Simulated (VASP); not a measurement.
Consider the following.

```xyz
2
Lattice="0.0000 2.7910 2.7910 2.7910 0.0000 2.7910 2.7910 2.7910 0.0000" Properties=species:S:1:pos:R:3 pbc="T T T"
Si     0.0000     0.0000     0.0000
Sn     2.7910     2.7910     2.7910
```

These are PBEsol GGA, VASP's PBE PAW potentials (set 64) (plane waves; VASP) values and carry that method's errors. Numerical set-up: 500 eV cut-off, 11×11×11 Γ-centred mesh, first-order Methfessel-Paxton smearing of 0.10 eV, potentials Si Sn_d.

Unless said otherwise, spin-orbit coupling is left out, though it shifts the bands of the heavy elements here.

Q: Predict the energy per atom (σ→0), band gap (on the k-mesh) with the smallest direct gap where there is one.

A: 
```yaml
band gap (on the k-mesh): none (metal, semimetal or under 0.01 eV)
energy per atom (σ→0): -4.724 eV/atom
```

Total energies compare only between runs with the same potentials, cut-off and functional.

The structure was generated: SiSn was put into the rock salt type (Fm-3m), which need not be its known phase. It was relaxed first, which changed the volume by +10 %.
